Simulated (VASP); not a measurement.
Crystal: Ru.

```
Ru
1.0
     2.69000    0.00000    0.00000
    -1.34500    2.32961    0.00000
     0.00000    0.00000    4.25000
Ru
2
Direct
  0.33333 0.66667 0.25000
  0.66667 0.33333 0.75000
```

The cell was built by a generator and needn't be a form met in nature.

- Program: VASP 6.6.1
- Task: relaxation of cell and atoms
- Functional: LDA
- Potentials or basis: VASP PAW LDA potentials, release 64 (Ru_pv)
- Cutoff: 600 eV
- k mesh: 18 × 18 × 10
- Occupations: methfessel-paxton, width 0.1 eV
- Spin: no spin polarisation

At the start: pressure -5.5 GPa; volume 13.32 Å³/atom.

Q: Where does the relaxation end?

A: Over 9 steps the energy falls by 3.4 meV/atom and the volume is 13.12 Å³/atom (-1.5 %); space group P6_3/mmc (No. 194, to 0.05 Å).

Step by step:
```tsv
step	energy change (eV)	largest force (eV/Å)	pressure (GPa)	volume (Å³)
1	0.0000	0.0000	-5.49	26.63
2	0.0779	0.0000	21.66	24.91
3	-0.0067	0.0000	0.05	26.24
4	-0.0067	0.0000	-0.09	26.25
5	-0.0067	0.0000	-0.16	26.25
6	-0.0067	0.0000	-0.15	26.25
7	-0.0067	0.0000	0.33	26.21
8	-0.0067	0.0000	-0.08	26.24
9	-0.0067	0.0000	0.05	26.23
```

Final structure:
```
CELL_PARAMETERS angstrom
2.67565 0.00000 0.00000
-1.33783 2.31718 0.00000
0.00000 0.00000 4.23098
ATOMIC_POSITIONS crystal
Ru 0.33333 0.66667 0.25000
Ru 0.66667 0.33333 0.75000
```
